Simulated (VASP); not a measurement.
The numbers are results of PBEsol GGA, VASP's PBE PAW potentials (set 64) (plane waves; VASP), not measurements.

VASP input:

**KPOINTS**
```
k-points along high-symmetry lines
15
Line-mode
Reciprocal
  0.000000   0.000000   0.000000 ! GAMMA
  0.500000   0.000000   0.500000 ! X

  0.500000   0.000000   0.500000 ! X
  0.625000   0.250000   0.625000 ! U

  0.375000   0.375000   0.750000 ! K
  0.000000   0.000000   0.000000 ! GAMMA

  0.000000   0.000000   0.000000 ! GAMMA
  0.500000   0.500000   0.500000 ! L

  0.500000   0.500000   0.500000 ! L
  0.500000   0.250000   0.750000 ! W

  0.500000   0.250000   0.750000 ! W
  0.500000   0.000000   0.500000 ! X
```

POSCAR:
```
NaCl
3.9665640
  0.0000000000   0.7071067296   0.7071067296
  0.7071067296   0.0000000000   0.7071067296
  0.7071067296   0.7071067296   0.0000000000
Na Cl
1 1
Direct
  0.0000000000   0.0000000000   0.0000000000
  0.5000000000   0.5000000000   0.5000000000
```

### INCAR
```
SYSTEM = NaCl
PREC = Accurate
ENCUT = 520
EDIFF = 1E-7
NELM = 100
ALGO = Normal
LREAL = .FALSE.
LASPH = .TRUE.
ISMEAR = 0
SIGMA = 0.05
GGA = PS
LWAVE = .FALSE.
LCHARG = .FALSE.
LORBIT = 11
ICHARG = 11
```

POTCAR, in this order: Na_pv Cl (PBE.64 set). Program: vasp_std. Read from the step before: CHGCAR.

Output

File OUTCAR:
```
 ion  position               nearest neighbor table
   1  0.000  0.000  0.000-
   2  0.500  0.500  0.500-
  LATTYP: Found a face centered cubic cell.
 ALAT       =     5.6095681954
 Subroutine PRICEL returns:
 Original cell was already a primitive cell.
 Subroutine GETGRP returns: Found 48 space group operations
The static configuration has the point symmetry O_h .
The dynamic configuration has the point symmetry O_h .
 Subroutine INISYM returns: Found 48 space group operations
   k-points           NKPTS =     90   k-points in BZ     NKDIM =     90   number of bands    NBANDS=     11
   number of dos      NEDOS =    301   number of ions     NIONS =      2
   total plane-waves  NPLWV =  27000
   dimension x,y,z NGX =    30 NGY =   30 NGZ =   30
   dimension x,y,z NGXF=    60 NGYF=   60 NGZF=   60
   ions per type =               1   1
   PREC   = accura    normal or accurate (medium, high low for compatibility)
   ISTART =      0    job   : 0-new  1-cont  2-samecut
   ICHARG =     11    charge: 1-file 2-atom 10-const
   ISPIN  =      1    spin polarized calculation?
   LNONCOLLINEAR =      F non collinear calculations
   LSORBIT =      F    spin-orbit coupling
   INIWAV =      1    electr: 0-lowe 1-rand  2-diag
   ENCUT  =  520.0 eV  38.22 Ry    6.18 a.u.   7.38  7.38  7.38*2*pi/ulx,y,z
   NELM   =    100;   NELMIN=  2; NELMDL= -5     # of ELM steps
   EDIFF  = 0.1E-06   stopping-criterion for ELM
   LREAL  =      F    real-space projection
   NLSPLINE    = F    spline interpolate recip. space projectors
   LMAXMIX     =    2 max onsite mixed and CHGCAR
   VOSKOWN=      0    Vosko Wilk Nusair interpolation
   EDIFFG = 0.1E-05   stopping-criterion for IOM
   NSW    =      0    number of steps for IOM
   NBLOCK =      1;   KBLOCK =      1    inner block; outer block
   IBRION =     -1    ionic relax: 0-MD 1-quasi-New 2-CG
   NFREE  =      0    steps in history (QN), initial steepest desc. (CG)
   ISIF   =      2    stress and relaxation
   ISYM   =      2    0-nonsym 1-usesym 2-fastsym
   TEIN   =    0.0    initial temperature
   TEBEG  =    0.0;   TEEND  =   0.0 temperature during run
   SMASS  =  -3.00    Nose mass-parameter (am)
   PSTRESS=    0.0 pullay stress
   NELECT =      14.0000    total number of electrons
   EFERMI =   0.00;   METHOD = LEGACY
   ISMEAR =     0;   SIGMA  =   0.05  broadening in eV -4-tet -1-fermi 0-gaus
   IALGO  =     38    algorithm
   LDIAG  =      T    sub-space diagonalisation (order eigenvalues)
   IMIX   =      4    mixing-type and parameters
     AMIX     =   0.40;   BMIX     =  1.00
     AMIX_MAG =   1.60;   BMIX_MAG =  1.00
     AMIN     =   0.10
   GGA     = PS    functional components
   VOSKOWN =     0    Vosko Wilk Nusair interpolation
   LHFCALC =     F    Hartree Fock is set to
   LHFONE  =     F    Hartree Fock one center treatment
   AEXX    =    0.0000 exact exchange contribution
   IVDW    =     0    specifies the selected vdW correction
   LEPSILON=     F    determine dielectric tensor
   LRPA    =     F    only Hartree local field effects (RPA)
  energy-cutoff  :      520.00
  volume of cell :       44.13
      direct lattice vectors                 reciprocal lattice vectors
     0.000000000  2.804784098  2.804784098    -0.178266841  0.178266841  0.178266841
     2.804784098  0.000000000  2.804784098     0.178266841 -0.178266841  0.178266841
     2.804784098  2.804784098  0.000000000     0.178266841  0.178266841 -0.178266841
 k-point     1 :   0.0000 0.0000 0.0000  plane waves:    1243
 k-point     2 :   0.0357 0.0000 0.0357  plane waves:    1235
 k-point     3 :   0.0714 0.0000 0.0714  plane waves:    1219
 k-point     4 :   0.1071 0.0000 0.1071  plane waves:    1203
 k-point     5 :   0.1429 0.0000 0.1429  plane waves:    1195
 k-point     6 :   0.1786 0.0000 0.1786  plane waves:    1195
 k-point     7 :   0.2143 0.0000 0.2143  plane waves:    1191
 k-point     8 :   0.2500 0.0000 0.2500  plane waves:    1198
 k-point     9 :   0.2857 0.0000 0.2857  plane waves:    1190
 k-point    10 :   0.3214 0.0000 0.3214  plane waves:    1206
...
```

**OSZICAR**
```
       N       E                     dE             d eps       ncg     rms          rms(c)
DAV:   1     0.922721417766E+02    0.92272E+02   -0.74420E+03  1994   0.130E+03
DAV:   2     0.151957229160E+01   -0.90753E+02   -0.84578E+02  2253   0.280E+02
DAV:   3    -0.640577962565E+01   -0.79254E+01   -0.77783E+01  2418   0.807E+01
DAV:   4    -0.658996062704E+01   -0.18418E+00   -0.18398E+00  2230   0.130E+01
DAV:   5    -0.659395064152E+01   -0.39900E-02   -0.39897E-02  2458   0.194E+00
DAV:   6    -0.659408506244E+01   -0.13442E-03   -0.13442E-03  2315   0.359E-01
DAV:   7    -0.659409102768E+01   -0.59652E-05   -0.59652E-05  2695   0.693E-02
DAV:   8    -0.659409124633E+01   -0.21865E-06   -0.21867E-06  2338   0.117E-02
DAV:   9    -0.659409125438E+01   -0.80495E-08   -0.80503E-08  1799   0.188E-03
   1 F= -.65940913E+01 E0= -.65940913E+01  d E =-.147053E-19
```

OUTCAR:
```
 val. band max:       -0.6907008645   @ k =   0.0000   0.0000   0.0000

 cond. band min:       4.3010923865   @ k =   0.0000   0.0000   0.0000



 k-point     1 :       0.0000    0.0000    0.0000
  band No.  band energies     occupation
      1     -21.3115      2.00000
      2     -21.3115      2.00000
      3     -21.3115      2.00000
      4     -13.3724      2.00000
      5      -0.6907      2.00000
      6      -0.6907      2.00000
      7      -0.6907      2.00000
      8       4.3011      0.00000
      9      10.3224      0.00000
     10      10.3224      0.00000
     11      10.3224      0.00000

 k-point     2 :       0.0357    0.0000    0.0357
  band No.  band energies     occupation
      1     -21.3119      2.00000
      2     -21.3116      2.00000
      3     -21.3116      2.00000
      4     -13.3667      2.00000
      5      -0.7307      2.00000
      6      -0.6997      2.00000
      7      -0.6997      2.00000
      8       4.3633      0.00000
      9      10.2261      0.00000
     10      10.3541      0.00000
     11      10.3541      0.00000

 k-point     3 :       0.0714    0.0000    0.0714
  band No.  band energies     occupation
      1     -21.3131      2.00000
      2     -21.3119      2.00000
      3     -21.3119      2.00000
      4     -13.3499      2.00000
      5      -0.8432      2.00000
      6      -0.7259      2.00000
      7      -0.7259      2.00000
      8       4.5417      0.00000
      9       9.9748      0.00000
     10      10.4480      0.00000
     11      10.4480      0.00000

 k-point     4 :       0.1071    0.0000    0.1071
  band No.  band energies     occupation
      1     -21.3150      2.00000
      2     -21.3125      2.00000
      3     -21.3125      2.00000
      4     -13.3231      2.00000
      5      -1.0097      2.00000
      6      -0.7675      2.00000
      7      -0.7675      2.00000
      8       4.8158      0.00000
      9       9.6393      0.00000
     10      10.6013      0.00000
...
```

The density is held fixed in this step, so its total energy and stress have no physical meaning.

The compound is NaCl in the rock salt structure. It was relaxed first.
